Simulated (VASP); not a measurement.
An input for Quantum ESPRESSO's pw.x (written as the equivalent of a VASP run, and not itself run):

```
&CONTROL
  calculation = 'vc-relax'
  pseudo_dir = './pseudo'
  outdir = './out'
  tprnfor = .true.
  tstress = .true.
  nstep = 30
  forc_conv_thr = 0.00039
/
&SYSTEM
  ibrav = 0
  nat = 5
  ntyp = 3
  ecutwfc = 84
  occupations = 'smearing'
  smearing = 'gaussian'
  degauss = 0.003675
  input_dft = 'pw91'
/
&ELECTRONS
  conv_thr = 7.3e-09
  electron_maxstep = 100
/
&IONS
/
&CELL
  cell_dofree = 'shape'
/
ATOMIC_SPECIES
  Ba 137.327 Ba.upf
  Ti 47.867 Ti.upf
  O 15.999 O.upf
CELL_PARAMETERS angstrom
     3.9530572    0.0000000    0.0000000
     0.0000000    3.9530572    0.0000000
     0.0000000    0.0000000    4.1700815
ATOMIC_POSITIONS crystal
  Ba   0.0000000  0.0000000  0.0095049
  Ti   0.5000000  0.5000000  0.5288017
  O    0.5000000  0.5000000  0.9607151
  O    0.0000000  0.5000000  0.4824892
  O    0.5000000  0.0000000  0.4824892
K_POINTS automatic
  6 6 5 0 0 0
```

**Question.** Translate this input to VASP (INCAR, KPOINTS, POSCAR, choice of POTCAR).

**Answer.** One answer among several that fit: 
**POSCAR**
```
BaTiO3
1.0
  3.9530571931   0.0000000000   0.0000000000
  0.0000000000   3.9530571931   0.0000000000
  0.0000000000   0.0000000000   4.1700814729
Ba Ti O
1 1 3
direct
  0.0000000000   0.0000000000   0.0095048512
  0.5000000000   0.5000000000   0.5288016775
  0.5000000000   0.5000000000   0.9607151096
  0.0000000000   0.5000000000   0.4824891809
  0.5000000000   0.0000000000   0.4824891809
```

### KPOINTS
```
Automatic mesh
0
G
  6 6 5
0 0 0
```

**INCAR**
```
# general
SYSTEM =BaTiO3
PREC   =Accurate
ENCUT  =520   # plane-wave cut-off (eV)
LREAL  =.FALSE.   # projection in real space or not
LASPH  =.TRUE.   # aspherical one-centre terms

# electronic loop
EDIFF  =1E-7
NELM   =100   # most electronic steps
ALGO   =Normal
LMAXMIX=4   # l cut-off of mixed one-centre charges

# smearing
ISMEAR =0   # Gaussian
SIGMA  =0.05   # width (eV)

# functional
GGA    =91

# ions
IBRION =2   # conjugate gradients
NSW    =30   # most ionic steps
ISIF   =4   # ions and shape, fixed volume
EDIFFG =-0.01   # ionic stop

# output
LWAVE  =.FALSE.
LCHARG =.FALSE.
```

POTCAR, in this order: Ba_sv Ti_sv O (PBE.64 set). Program: vasp_std.

What does not carry over: the potentials are each code's own (VASP's PAW set, PseudoDojo norm-conserving files in pw.x), so ENCUT and ecutwfc are chosen apart and not converted; conv_thr bounds pw.x's estimated SCF error, while EDIFF bounds the energy change between steps; forc_conv_thr acts on force components and is met together with etot_conv_thr.

The compound is BaTiO3 in the tetragonal perovskite structure. This cell is one point of a volume scan, at 0.97 of the reference volume. Symmetry was kept, so distortions that lower it aren't found.
